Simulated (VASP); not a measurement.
Here is a VASP 6.6.1 calculation.

INCAR

```
  PREC = Accurate
  ENCUT = 520
  EDIFF = 1E-6
  ISMEAR = 0
  SIGMA = 0.1
  LREAL = F
  LASPH = T
  NELM = 60
  ALGO = Normal
  ISIF = 2
  LWAVE = F
  LCHARG = F
  GGA = PE
  NBANDS = 14
```

The input KPOINTS:

```
Automatic mesh
0
Gamma
  18 18 18
```

Contents of POSCAR:

```
TaSi
1.0
    3.1533375063      0.0000000000      0.0000000000
    0.0000000000      3.1533375063      0.0000000000
    0.0000000000      0.0000000000      3.1533375063
Ta Si
1 1
Direct
    0.5000000000      0.5000000000      0.5000000000
    0.0000000000      0.0000000000      0.0000000000
```

Potentials or basis: VASP PAW PBE potentials, release 64 (Ta_pv, Si).

The run is started by

```sh
$ cat potpaw_PBE.64/Ta_pv/POTCAR potpaw_PBE.64/Si/POTCAR > POTCAR
$ mpirun -np 1 vasp_std > vasp.out
```

What does it give for the pressure?

0.1 GPa.

Estimate the band gap on the k mesh.

none (metal or under the smearing width).

The run has no spin-orbit coupling, so splittings on Ta are missing.
